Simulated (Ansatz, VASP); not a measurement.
# SbP in two plane-wave programs

Aim: how closely do two programs agree when they are given the same cell, functional and k mesh? The cell is invented: As first built, before any earlier steps moved the atoms (in the runner's words): it takes the SbAs structure with some of its atoms replaced by other elements, volume scaled by an estimate. It may not be a known or stable phase. The cell is taken from a series of VASP runs on this material, whose earlier steps may have relaxed, scaled or displaced it; both programs get it as it stands.

Main program and level: Ansatz 0.2.0; plane waves, with VASP 6.6.1 beside it; band structure at PBE, spin-orbit coupling and band structure at r2SCAN, spin-orbit coupling.

**1. Starting point**

It takes space group R-3m (No. 166, trigonal). Conventional cell: a = 3.892 Å, b = 3.892 Å, c = 10.170 Å, α = 90.00°, β = 90.00°, γ = 120.00°. Nearest to Sb lie 6 P at 2.81 Å. Nearest to P lie 6 Sb at 2.81 Å. As first built, before any earlier steps moved the atoms (in the runner's words): sites of the SbAs structure (space group 166) filled with other elements, volume scaled by an estimate. Farther neighbours are not listed.

**2. Ansatz: band structure, PBE, spin-orbit coupling**

Ansatz runs on its fully relativistic PAW (standard-fr) files.

With cell and atoms fixed, the geometry can't cause a difference; cores, projectors, grids and the points listed under the comparison can.

input.yaml

```yaml
crystal:
  lattice:
    - [1.94600079, 1.1235239091, 3.3899244623]
    - [-1.94600079, 1.1235239091, 3.3899244623]
    - [0.0, -2.2470478183, 3.3899244623]
  atoms:
    - { symbol: Sb, position: [0.5, 0.5, 0.5] }
    - { symbol: P, position: [0.0, 0.0, 0.0] }
hamiltonian:
  xc: pbe
  pseudopotentials: { kind: paw_fr }
magnetization:
  noncollinear: true
  spin_orbit: true
kpoints:
  mp_grid: { grid: [6, 6, 6] }
  band_path:
    path:
      - [0.0, 0.0, 0.0]
      - [0.13333, 0.0, 0.0]
      - [0.3, 0.0, 0.0]
      - [0.46667, 0.0, 0.0]
      - [0.5, 0.04798, -0.04798]
      - [0.5, 0.12795, -0.12795]
      - [0.5, 0.20791, -0.20791]
      - [0.72542, 0.5, 0.27458]
      - [0.63872, 0.5, 0.36128]
      - [0.55202, 0.5, 0.44798]
      - [0.46667, 0.46667, 0.46667]
      - [0.3, 0.3, 0.3]
      - [0.13333, 0.13333, 0.13333]
      - [0.0, 0.0, 0.0]
      - [0.12332, 0.0, -0.12332]
      - [0.22197, 0.0, -0.22197]
      - [0.34529, 0.0, -0.34529]
      - [0.60404, 0.39596, 0.0]
      - [0.56069, 0.43931, 0.0]
      - [0.51734, 0.48266, 0.0]
      - [0.51734, 0.51734, 0.03199]
      - [0.56069, 0.56069, 0.11195]
      - [0.60404, 0.60404, 0.19192]
      - [0.62138, 0.62138, 0.25724]
      - [0.57803, 0.57803, 0.34394]
      - [0.53468, 0.53468, 0.43064]
      - [0.5, 0.0, 0.0]
      - [0.5867, 0.12332, 0.12332]
      - [0.6734, 0.24663, 0.24663]
      - [0.7601, 0.36995, 0.36995]
    npoints: 1
scf:
  occupations: { method: gaussian, width: 0.02 }
  n_extra_bands: 14
output:
  forces: true
  stress: true
  eigenvalues: true
```

Run with:

```bash
> ansatz run input.yaml --threads 2 --pin off --max-ram 4608MiB --backend cpu --events-out ev --progress --plain --runs-dir out
```

Numbers of over 12 decimals in the logs are rounded to 6 here.

The program printed:

```text
Warning: crystal.lattice misses the space group found at crystal.symmetry.tolerance 1.0e-5 in a digit that the deck types, which is why this is a warning: making the lattice exact moves one of its numbers by a whole unit of that number's last typed decimal, or more. The operation that it misses by the most changes a squared length by the fraction 2.63e-7. The run uses the lattice that is a stretch of the typed one, w [...]
scf.n_extra_bands = 14 over 20 filled bands (N_el = 20.0): the run solves 34 bands
Engine: ansatz 0.2.0, aarch64-unknown-linux-gnu
Pseudopotentials: kind: paw_fr
Pseudopotential: Sb, paw_fr, valence charge 15, recommended cutoff 420 eV (normal), Sb.paw.azcp#standard-fr
Pseudopotential: P, paw_fr, valence charge 5, recommended cutoff 420 eV (normal), P.paw.azcp#standard-fr
Functional definition: PBE
  parameter kappa = 0.804
  parameter beta = 0.066725
  exchange = pbe_x(kappa = kappa, mu = beta*pi^2/3)
  correlation = pbe_c(beta = beta)
non-collinear run that drives no moment, with spin-orbit: no starting moment large enough to seed its density (crystal.atoms[].spin), no starting occupations that ask for one, no magnetisation constraint and no magnetic field, so the semilocal B_xc is pinned to zero
Crystal: 2 atoms, lattice volume = 44.470 Å³
Basis set: ecut = 420 eV, 887 PW (Γ), exchange–correlation on 60×60×60 points (8 copies of the dense FFT grid, shifted against one another)
Bands: 34, of which v1, the nominal top of the filled ones, is band 20 counted from 1 (19 counted from 0)
Symmetry: 12 space group operations + 12 with time reversal
Magnetic group: BNS 166.98 (UNI 1328), of the structure as read, at distance tolerance 3.5e-5 Å
k-points: 32 of 216
Projection manifold: j_resolved (fully-relativistic pseudo-atomic orbitals)
Non-local potential: Sb, projectors of the file, l = 0: 2, l = 1: 4, l = 2: 4, l = 3: 4
Non-local potential: P, projectors of the file, l = 0: 2, l = 1: 4, l = 2: 4
PAW form: soft (Blöchl's): semilocal exchange-correlation on the pseudo side does not see the compensation charge
PAW one-centre angular grid: Sb, 590 points (default); XC on 96 Gauss nodes
PAW one-centre angular grid: P, 110 points (default); XC on 64 Gauss nodes
Initial density: superposition of atomic densities (chi_scale 0.1, normalization cell, long waves kept (reshape's long-wave potential 0.00 eV rms))
Initial wavefunctions: pseudopotential atomic-orbital guess
Functional: x = pbe(κ = 0.804, μ = 0.219515), c = pbe(β = 0.066725)
SCF iter   1: F=—  HF=-7242.424184 eV  |F-HF|=—  |Δ(HF+E_count)|=         —  Δρ=2.63e-2  dr2=5.51e-1  dr2_m=0.00e0 (ungated)  ethr=3.10e-3  |M|=0.00e0 ∫|m|=0.00e0 μB  |m|>n=0.0e0 m-floor=0.0e0 τ_xc=0.0e0  β_m=0.30  ⟨swp⟩=8.9  Hψ=3395  notcnv=0  defer=32
preconditioner: auto → none  [insulator: Δε(μ)=0.126 eV  Ē_g=12.047 eV  σ=0.020 eV  W_gap=0.50  n_scr=14 (ndim 8)  ℏωp=17.6 eV  f_vac=0.000  D(μ)=1.57/eV (n_scr^D=14)  ε∞_Penn≈3.1]
SCF iter   2: F=—  HF=-7242.297301 eV  |F-HF|=—  |Δ(HF+E_count)|=   1.27e-1  Δρ=1.21e-2  dr2=5.21e-2  dr2_m=0.00e0 (ungated)  ethr=2.76e-3  |M|=0.00e0 ∫|m|=0.00e0 μB  |m|>n=0.0e0 m-floor=0.0e0 τ_xc=0.0e0  β_m=0.34  ⟨swp⟩=2.1  Hψ=787  notcnv=0  defer=228
SCF iter   3: F=—  HF=-7242.298177 eV  |F-HF|=—  |Δ(HF+E_count)|=   8.75e-4  Δρ=7.09e-3  dr2=1.48e-2  dr2_m=0.00e0 (ungated)  ethr=2.60e-4  |M|=0.00e0 ∫|m|=0.00e0 μB  |m|>n=0.0e0 m-floor=0.0e0 τ_xc=0.0e0  β_m=0.61  ⟨swp⟩=2.0  Hψ=569  notcnv=0  defer=228
SCF iter   4: F=—  HF=-7242.300131 eV  |F-HF|=—  |Δ(HF+E_count)|=   1.95e-3  Δρ=3.36e-4  dr2=3.41e-5  dr2_m=0.00e0 (ungated)  ethr=7.38e-5  |M|=0.00e0 ∫|m|=0.00e0 μB  |m|>n=0.0e0 m-floor=0.0e0 τ_xc=0.0e0  β_m=0.62  ⟨swp⟩=2.1  Hψ=566  notcnv=0  defer=228
SCF iter   5: F=—  HF=-7242.300119 eV  |F-HF|=—  |Δ(HF+E_count)|=   1.17e-5  Δρ=9.74e-5  dr2=4.77e-6  dr2_m=0.00e0 (ungated)  ethr=1.70e-7  |M|=0.00e0 ∫|m|=0.00e0 μB  |m|>n=0.0e0 m-floor=0.0e0 τ_xc=0.0e0  β_m=0.63  ⟨swp⟩=2.8  Hψ=819  notcnv=0  defer=228
SCF iter   6: F=—  HF=-7242.300119 eV  |F-HF|=—  |Δ(HF+E_count)|=   1.60e-7  Δρ=3.51e-5  dr2=5.55e-7  dr2_m=0.00e0 (ungated)  ethr=2.39e-8  |M|=0.00e0 ∫|m|=0.00e0 μB  |m|>n=0.0e0 m-floor=0.0e0 τ_xc=0.0e0  β_m=0.81  ⟨swp⟩=1.9  Hψ=511  notcnv=0  defer=228
SCF iter   7: F=-7242.300119 eV  HF=-7242.300119 eV  |F-HF|=1.43e-9  |Δ(HF+E_count)|=   8.17e-8  Δρ=4.30e-6  dr2=6.37e-9  dr2_m=0.00e0 (ungated)  ethr=5.00e-10  |M|=0.00e0 ∫|m|=0.00e0 μB  |m|>n=0.0e0 m-floor=0.0e0 τ_xc=0.0e0  ⟨swp⟩=12.7  Hψ=2996  notcnv=0
SCF 1 converged in 7 iterations: F = -7242.300119 eV  dr2 = 6.37e-9
  greatest PAW one-centre occupation: 0.996 electrons in one spin orbital (limit 2), on the Sb atom at site 0 (counted from 0), in its partial waves of l = 2
NSCF: frozen V_eff on 30 k-points
SCF converged after 7 iterations
Magnetization: |M| = 0.0000 μB,  M = (+0.0000, +0.0000, +0.0000) μB
Absolute magnetization: 0.0000 μB (∫|m|)
  site 0: m = (+0.0000, +0.0000, +0.0000) μB, |m| = 0.0000 μB  (R = 1.16 Å)
  site 1: m = (+0.0000, +0.0000, +0.0000) μB, |m| = 0.0000 μB  (R = 1.16 Å)
Free energy (F): -7242.300119 eV
Harris-Foulkes:  -7242.300119 eV  (|F-HF|=1.43e-9)
Internal energy: -7242.299749 eV  (E = F + TS)
E sigma→0 (E₀):  -7242.299934 eV
Entropy (-TS):   -0.000370 eV (-0.185 meV/atom)
Fermi energy:    10.440948 eV
--- Per-component energies (eV) ---
  E_band       = -144.783286
  E_kinetic    = 275.861912
  E_local      = -1623.453118  (includes V_loc(G=0)·N_el)
  E_nonlocal   = 396.451902
  E_hartree    = 732.320394
  E_xc         = -199.801460
  E_vxc        = -156.788344  (∫ρ·V_xc dr)
  E_paw        = -5147.041308  (= ΣΔE_a)
  E_vpaw       = -501.494658  (= ΣTr[D̂ρ^β])
  E_aug_tail   = 0.000002  (compensation charges beyond the density's cutoff)
  E_ewald      = -1676.638073
  E_smearing   = -0.000370  (= −TS)
  E_closure    = 0.000000  (closes the sum)
  Σ components = -7242.300119   (vs F -7242.300119, Δ=0.00e0)
--- Forces (eV/Å), atoms counted from 1 ---
  atom   1  Sb    -0.00000000     0.00000000    -0.00000000
  atom   2  P      0.00000000     0.00000000     0.00000000
  max |Σ_I F_I| component: 2.52e-29 eV/Å
--- Stress (GPa, compression-positive) ---
        1.325297       0.000000       0.000000
        0.000000       1.325297       0.000000
        0.000000       0.000000      -1.608554
  P = ⅓ Tr σ = 0.3473 GPa (3.473 kbar)
--- Band table (eV; the first three rows and the last of 32) ---
  k-point 0: bands = [... 16 lower, 8.5654, 8.5654, 8.7541, 8.7541, 13.8638, 13.8638, 14.5462, 14.5462, ... 10 higher]
  k-point 1: bands = [... 16 lower, 8.6535, 8.6535, 9.3964, 9.3964, 12.5302, 12.5302, 12.9721, 12.9721, ... 10 higher]
  k-point 2: bands = [... 16 lower, 8.8159, 8.8159, 9.9499, 9.9499, 10.7400, 10.7400, 11.1232, 11.1232, ... 10 higher]
  k-point 31: bands = [... 16 lower, 9.3520, 9.3520, 10.1009, 10.1009, 10.6950, 10.6950, 10.9883, 10.9883, ... 10 higher]
```

Wall time 1.8 min (2 threads of Arm Neoverse N1, shared host); peak memory 0.46 GiB.

In the SCF lines HF is the Harris–Foulkes energy and dr2 the Hartree energy of the density residual, in eV; the loop may stop once dr2 is under the threshold and the program's other checks hold. Hψ counts applications of the Hamiltonian.

**3. VASP: band structure, PBE, spin-orbit coupling**

The same cell, functional, mesh and smearing now go to VASP, with its own data sets and cutoff.

Lines of VASP's logs that name or quote its potential files are left out, and so is its time.

INCAR

```
SYSTEM = SbP
PREC = Accurate
ENCUT = 400
EDIFF = 1E-06
NELM = 100
ISMEAR = 0
SIGMA = 0.02
LREAL = .FALSE.
ALGO = Normal
GGA = PE
LNONCOLLINEAR = .TRUE.
MAGMOM = 0 0 0 0 0 0
NBANDS = 22
GGA_COMPAT = .FALSE.
LASPH = .TRUE.
LSORBIT = .TRUE.
LORBIT = 11
LWAVE = .FALSE.
LCHARG = .FALSE.
KPAR = 4
```

POSCAR

```
SbP
1.0
    1.9460007900      1.1235239091      3.3899244623
   -1.9460007900      1.1235239091      3.3899244623
    0.0000000000     -2.2470478183      3.3899244623
Sb P
1 1
Direct
    0.5000000000      0.5000000000      0.5000000000
    0.0000000000      0.0000000000      0.0000000000
```

KPOINTS

```
Automatic mesh
0
Gamma
6 6 6
0 0 0
```

KPOINTS_OPT

```
Line mode
16
Line-mode
Reciprocal
  0.00000000   0.00000000   0.00000000 GAMMA
  0.50000000   0.00000000   0.00000000 L

  0.50000000   0.00000000   0.00000000 L
  0.50000000   0.23989740  -0.23989740 B1

  0.76010260   0.50000000   0.23989740 B
  0.50000000   0.50000000   0.50000000 Z

  0.50000000   0.50000000   0.50000000 Z
  0.00000000   0.00000000   0.00000000 GAMMA

  0.00000000   0.00000000   0.00000000 GAMMA
  0.36994870   0.00000000  -0.36994870 X

  0.63005130   0.36994870   0.00000000 Q
  0.50000000   0.50000000   0.00000000 F

  0.50000000   0.50000000   0.00000000 F
  0.63005130   0.63005130   0.23989740 P1

  0.63005130   0.63005130   0.23989740 P1
  0.50000000   0.50000000   0.50000000 Z

  0.50000000   0.00000000   0.00000000 L
  0.76010260   0.36994870   0.36994870 P
```

The projector-augmented-wave data sets are Sb and P (PBE family, release 64).

Run with:

```bash
> mpirun -np 4 vasp_ncl
```

The program printed:

```text
[banner, memory and clock lines left out]
running    4 mpi-ranks, on    1 nodes
 distrk:  each k-point on    1 cores,    4 groups
 distr:  one band on    1 cores,    1 groups

 POSCAR found type information on POSCAR SbP
 POSCAR found :  2 types and       2 ions
 LDA part: xc-table for (Slater+PW92), standard interpolation
 POSCAR, INCAR and KPOINTS ok, starting setup
 FFT: planning ... GRIDC
 FFT: planning ... GRID_SOFT
 FFT: planning ... GRID
 WAVECAR not read
 entering main loop
       N       E                     dE             d eps       ncg     rms          rms(c)
DAV:   1     0.265920855673E+02    0.26592E+02   -0.30779E+03  1408   0.595E+02
DAV:   2    -0.753854686269E+01   -0.34131E+02   -0.32365E+02  1874   0.115E+02
DAV:   3    -0.945791164775E+01   -0.19194E+01   -0.18917E+01  1782   0.274E+01
DAV:   4    -0.947588360457E+01   -0.17972E-01   -0.17962E-01  1688   0.319E+00
DAV:   5    -0.947611006698E+01   -0.22646E-03   -0.22645E-03  1728   0.366E-01    0.435E+00
DAV:   6    -0.929479774361E+01    0.18131E+00   -0.35043E-01  1594   0.319E+00    0.262E+00
DAV:   7    -0.929879064321E+01   -0.39929E-02   -0.72635E-02  1740   0.146E+00    0.128E+00
DAV:   8    -0.929894303411E+01   -0.15239E-03   -0.25910E-03  1618   0.330E-01    0.619E-01
DAV:   9    -0.929922147722E+01   -0.27844E-03   -0.48531E-04  1672   0.159E-01    0.128E-01
DAV:  10    -0.929922226848E+01   -0.79127E-06   -0.14590E-04  1582   0.687E-02    0.433E-02
DAV:  11    -0.929924627775E+01   -0.24009E-04   -0.44558E-05  1614   0.452E-02    0.120E-02
DAV:  12    -0.929924680212E+01   -0.52437E-06   -0.84131E-07  1568   0.667E-03
   1 F= -.92992468E+01 E0= -.92990546E+01  d E =-.384322E-03  mag=     0.0000    -0.0000     0.0000
 Start KPOINTS_OPT (optional k-point list driver)
k-point batch [1-32\144]
       N       E                     dE             ncg
DAV:   1     0.202034510447E+04   -0.42208E+04     1408
DAV:   2     0.939419205608E+03   -0.10809E+04     1906
DAV:   3     0.865139472470E+03   -0.74280E+02     1742
DAV:   4     0.864281618209E+03   -0.85785E+00     1614
DAV:   5     0.864272338454E+03   -0.92798E-02     1684
DAV:   6     0.864272174580E+03   -0.16387E-03     1640
DAV:   7     0.864272170854E+03   -0.37256E-05     1664
DAV:   8     0.864272170772E+03   -0.82418E-07     1170
[...]
k-point batch [129-144\144]
       N       E                     dE             ncg
DAV:   1     0.523485062079E+04   -0.36135E+04      704
DAV:   2     0.470338710153E+04   -0.53146E+03      964
DAV:   3     0.467357165664E+04   -0.29815E+02      884
DAV:   4     0.467327818533E+04   -0.29347E+00      824
DAV:   5     0.467327492171E+04   -0.32636E-02      836
DAV:   6     0.467327486294E+04   -0.58767E-04      842
DAV:   7     0.467327486165E+04   -0.12873E-05      810
DAV:   8     0.467327486162E+04   -0.31627E-07      606
```

OUTCAR, selected parts (step 3):

```text
ion  position               nearest neighbor table
   1  0.500  0.500  0.500-   2 2.81   2 2.81   2 2.81   2 2.81   2 2.81   2 2.81
   2  0.000  0.000  0.000-   1 2.81   1 2.81   1 2.81   1 2.81   1 2.81   1 2.81

  LATTYP: Found a trigonal (rhomboedric) cell.
 ALAT       =     4.0670398214
 COS(alpha) =     0.5421120962

 Subroutine GETGRP returns: Found 12 space group operations
 (whereof 12 operations were pure point group operations)

The static configuration has the point symmetry D_3d.

 Found     32 irreducible k-points:

   k-points           NKPTS =     32   k-points in BZ     NKDIM =     32   number of bands    NBANDS=     22

   dimension x,y,z NGX =    28 NGY =   28 NGZ =   28
   dimension x,y,z NGXF=    56 NGYF=   56 NGZF=   56

   ENCUT  =  400.0 eV  29.40 Ry    5.42 a.u.   6.63  6.63  6.63*2*pi/ulx,y,z

   NELECT =      10.0000    total number of electrons

 k-points in reciprocal lattice and weights: Automatic mesh
   0.00000000  0.00000000  0.00000000       0.005
   0.16666667  0.00000000  0.00000000       0.028
   0.33333333  0.00000000  0.00000000       0.028
   0.50000000  0.00000000  0.00000000       0.014
   0.16666667  0.16666667 -0.00000000       0.028
   0.33333333  0.16666667  0.00000000       0.056
   0.50000000  0.16666667  0.00000000       0.056
  -0.33333333  0.16666667 -0.00000000       0.056
  -0.16666667  0.16666667  0.00000000       0.028
[...]
-0.33333333  0.50000000  0.33333333       0.028
   0.50000000  0.50000000  0.50000000       0.005

 average (electrostatic) potential at core
       1 -85.3393       2 -80.9169

 E-fermi :   8.0901

 k-point     1 :       0.0000    0.0000    0.0000
  band No.  band energies     occupation
    ...
      6       5.4122      1.00000
      7       6.2113      1.00000
      8       6.2113      1.00000
      9       6.3956      1.00000
     10       6.3956      1.00000
     11      11.5262      0.00000
     12      11.5262      0.00000
     13      12.1865      0.00000
     14      12.1865      0.00000
     15      12.3796      0.00000
    ...

 k-point     2 :       0.1667    0.0000    0.0000
  band No.  band energies     occupation
    ...
      6       5.5975      1.00000
      7       6.2973      1.00000
      8       6.2973      1.00000
      9       7.0398      1.00000
     10       7.0398      1.00000
     11      10.1842      0.00000
     12      10.1842      0.00000
     13      10.6117      0.00000
     14      10.6117      0.00000
     15      10.9733      0.00000
    ...

 k-point     3 :       0.3333    0.0000    0.0000
  band No.  band energies     occupation
    ...
      6       5.9194      1.00000
      7       6.4590      1.00000
      8       6.4590      1.00000
      9       7.5949      1.00000
     10       7.5949      1.00000
     11       8.3891      0.00000
     12       8.3891      0.00000
     13       8.7643      0.00000
     14       8.7643      0.00000
     15       9.4805      0.00000
    ...

  Total        0.3525032      0.3525031     -0.4750852     -0.0000000      0.0000000      0.0000000
  in kB       12.7000981     12.7000942    -17.1165217     -0.0000000      0.0000000      0.0000000
  external PRESSURE =       2.7612235 kB  Pullay stress =       0.0000000 kB

  energy-cutoff  :      400.00
  volume of cell :       44.47
      direct lattice vectors                 reciprocal lattice vectors
     1.946000790  1.123523909  3.389924462     0.256937203  0.148342786  0.098330608
    -1.946000790  1.123523909  3.389924462    -0.256937203  0.148342786  0.098330608
     0.000000000 -2.247047818  3.389924462     0.000000000 -0.296685572  0.098330608

 POSITION                                       TOTAL-FORCE (eV/Angst)
 -----------------------------------------------------------------------------------
      0.00000     -0.00000      5.08489        -0.000000     -0.000000     -0.000000
      0.00000      0.00000      0.00000         0.000000      0.000000      0.000000
 -----------------------------------------------------------------------------------
    total drift:                                0.000000      0.000000      0.000000

  FREE ENERGIE OF THE ION-ELECTRON SYSTEM (eV)
  ---------------------------------------------------
  free  energy   TOTEN  =        -9.2992468021 eV

  energy  without entropy=       -9.2988624804  energy(sigma->0) =       -9.29905464

 Spin-Orbit-Coupling matrix elements
 Ion:    1  E_soc:     -0.1293602
 Ion:    2  E_soc:     -0.0006305

 total charge
# of ion       s       p       d       tot
------------------------------------------
    1        1.236   1.026   0.061   2.323
    2        1.099   1.331   0.000   2.430
--------------------------------------------------
tot          2.334   2.357   0.061   4.753

 magnetization (x)
# of ion       s       p       d       tot
------------------------------------------
    1        0.000   0.000   0.000   0.000
    2        0.000  -0.000   0.000  -0.000
--------------------------------------------------
tot          0.000  -0.000   0.000   0.000

 magnetization (y)
# of ion       s       p       d       tot
------------------------------------------
    1        0.000   0.000   0.000   0.000
    2        0.000   0.000   0.000   0.000
--------------------------------------------------
tot          0.000   0.000   0.000   0.000

 magnetization (z)
# of ion       s       p       d       tot
------------------------------------------
    1        0.000   0.000   0.000   0.000
    2        0.000   0.000   0.000   0.000
--------------------------------------------------
tot          0.000   0.000   0.000   0.000

[... 3 further parts left out ...]
```

The run ends at a pressure of 0.28 GPa.

**4. Comparison**

Known differences besides the potentials themselves: spin-orbit coupling enters by fully relativistic files in Ansatz and inside the spheres in VASP; the data sets hold 20 valence electrons in Ansatz (fully relativistic PAW (standard-fr) files) and 10 in VASP; the cutoff is 420 eV in Ansatz and 400 eV in VASP. Total energies have different zeros and are not compared.

Both answers:

```tsv
quantity	Ansatz	VASP	difference
pressure (GPa)	0.35	0.28	+0.07
```

Levels from 3 eV below to 2 eV above the Fermi level differ by 6 meV r.m.s. and 14 meV at most; each VASP level is matched to the nearest of Ansatz, which flatters the figure a little. Ansatz's pressure holds a Pulay correction of 0.03 GPa; VASP's holds none.

(Part 1 of 2 ends here.)

[Lines on the potential files, build, host, timing and source positions are cut from VASP's logs without a mark.]

[Logs are printed without paths, hosts, clocks, repeated set-up lines and the standing remarks that a program may print on its own settings, such as how far it seeks lower states.]

[Hosts, paths, dates, database ids (printed as entryN), source tags and the programs' standing remarks are cut or masked in the printed files.]
